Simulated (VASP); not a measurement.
Level of theory: LDA (Ceperley-Alder, Perdew-Zunger), VASP's LDA PAW potentials (set 64) (plane waves; VASP).

A VASP calculation is set up with these files.

KPOINTS:
```
K-points
0
G
  11 11 11
0 0 0
```

### POSCAR
```
TiCo
1
    2.8975574735     0.0000000000     0.0000000000
   -0.0000000000     2.8975574735     0.0000000000
   -0.0000000000     0.0000000000     2.8975574735
Ti Co
1 1
Direct
  0.0000000000   0.0000000000   0.0000000000
  0.5000000000   0.5000000000   0.5000000000
```

**INCAR**
```
# general
SYSTEM =TiCo
PREC   =Accurate
ENCUT  =400   # plane-wave cut-off (eV)
LREAL  =F
LASPH  =T   # aspherical one-centre terms

# electronic loop
EDIFF  =1E-8   # SCF stop (eV)
NELM   =100
ALGO   =Normal
LMAXMIX=4   # l cut-off of mixed one-centre charges

# smearing
ISMEAR =1   # Methfessel-Paxton
SIGMA  =0.1   # width (eV)

# ions
IBRION =1   # quasi-Newton
NSW    =30   # most ionic steps
ISIF   =2   # forces and stress, cell fixed
EDIFFG =-0.001   # ionic stop

# output
LWAVE  =F
LCHARG =F
```

POTCAR, in this order: Ti_sv Co (LDA.64 set). Program: vasp_std.

The resulting files:

**OUTCAR**
```
 ion  position               nearest neighbor table
   1  0.000  0.000  0.000-   2 2.51   2 2.51   2 2.51   2 2.51   2 2.51   2 2.51   2 2.51   2 2.51
  LATTYP: Found a simple cubic cell.
 ALAT       =     2.8975574735
 Subroutine PRICEL returns:
 Original cell was already a primitive cell.
 Subroutine GETGRP returns: Found 48 space group operations
The static configuration has the point symmetry O_h .
The dynamic configuration has the point symmetry O_h .
 Subroutine INISYM returns: Found 48 space group operations
 Subroutine IBZKPT returns following result:
 Found     56 irreducible k-points:

 Following reciprocal coordinates:
            Coordinates               Weight
  0.000000  0.000000  0.000000      1.000000
  0.090909  0.000000  0.000000      6.000000
  0.181818  0.000000  0.000000      6.000000
  0.272727  0.000000  0.000000      6.000000
  0.363636  0.000000  0.000000      6.000000
  0.454545  0.000000  0.000000      6.000000
  0.090909  0.090909  0.000000     12.000000
  0.181818  0.090909  0.000000     24.000000
  0.272727  0.090909  0.000000     24.000000
  0.363636  0.090909  0.000000     24.000000
...
```

File OSZICAR:
```
       N       E                     dE             d eps       ncg     rms          rms(c)
DAV:   1     0.135364823312E+03    0.13536E+03   -0.91176E+03  1568   0.162E+03
DAV:   2    -0.116796649165E+02   -0.14704E+03   -0.14437E+03  1598   0.386E+02
DAV:   3    -0.196399623153E+02   -0.79603E+01   -0.78909E+01  2428   0.997E+01
DAV:   4    -0.198397462628E+02   -0.19978E+00   -0.19892E+00  1882   0.134E+01
DAV:   5    -0.198472927482E+02   -0.75465E-02   -0.75462E-02  2302   0.239E+00    0.143E+01
DAV:   6    -0.181761761993E+02    0.16711E+01   -0.13933E+01  1792   0.579E+01    0.724E+00
DAV:   7    -0.197588336568E+02   -0.15827E+01   -0.23941E+01  2496   0.526E+01    0.197E+01
DAV:   8    -0.175791793310E+02    0.21797E+01   -0.13178E+01  2320   0.379E+01    0.176E+00
DAV:   9    -0.176068034633E+02   -0.27624E-01   -0.30582E-01  2272   0.540E+00    0.188E+00
DAV:  10    -0.175891231603E+02    0.17680E-01   -0.86855E-02  2366   0.383E+00    0.439E-01
DAV:  11    -0.175878143228E+02    0.13088E-02   -0.62238E-03  2080   0.880E-01    0.211E-01
DAV:  12    -0.175874297069E+02    0.38462E-03   -0.16669E-03  2344   0.341E-01    0.330E-02
DAV:  13    -0.175874281389E+02    0.15680E-05   -0.32911E-05  1706   0.625E-02    0.250E-02
DAV:  14    -0.175874240537E+02    0.40852E-05   -0.18024E-05  2300   0.430E-02    0.486E-03
DAV:  15    -0.175874239033E+02    0.15044E-06   -0.10129E-06  2262   0.120E-02    0.131E-03
DAV:  16    -0.175874238994E+02    0.39299E-08   -0.56260E-08  2014   0.277E-03
   1 F= -.17587424E+02 E0= -.17587826E+02  d E =-.175874E+02
```

### OUTCAR
```
------------------------ aborting loop because EDIFF is reached ----------------------------------------
  FORCE on cell =-STRESS in cart. coord.  units (eV):
  Direction    XX          YY          ZZ          XY          YZ          ZX
  --------------------------------------------------------------------------------------
  Total       -0.0012561     -0.0012561     -0.0012561      0.0000000      0.0000000     -0.0000000
  in kB       -0.0827237     -0.0827237     -0.0827237      0.0000000      0.0000000     -0.0000000
  external PRESSURE =      -0.0827237 kB  Pullay stress =       0.0000000 kB
  volume of cell :       24.33
      direct lattice vectors                 reciprocal lattice vectors
     2.897557474  0.000000000  0.000000000     0.345118262  0.000000000  0.000000000
     0.000000000  2.897557474  0.000000000     0.000000000  0.345118262  0.000000000
     0.000000000  0.000000000  2.897557474     0.000000000  0.000000000  0.345118262
 POSITION                                       TOTAL-FORCE (eV/Angst)
 -----------------------------------------------------------------------------------
      0.00000      0.00000      0.00000         0.000000      0.000000      0.000000
      1.44878      1.44878      1.44878         0.000000      0.000000      0.000000
 -----------------------------------------------------------------------------------
    total drift:                               -0.000000      0.000000      0.000000
  FREE ENERGIE OF THE ION-ELECTRON SYSTEM (eV)
  ---------------------------------------------------
  free  energy   TOTEN  =       -17.5874238994 eV

  energy  without entropy=      -17.5886297076  energy(sigma->0) =      -17.58782584

 reached required accuracy - stopping structural energy minimisation
```
(Selected blocks of OUTCAR.)

The compound is TiCo in the CsCl type structure. It was relaxed first, which changed the volume by -9 %. The start is the result of an earlier pass. The run is not spin-polarised, so no magnetic state was tried. The electron count is odd and the run is not spin-polarised, which forces a metal.
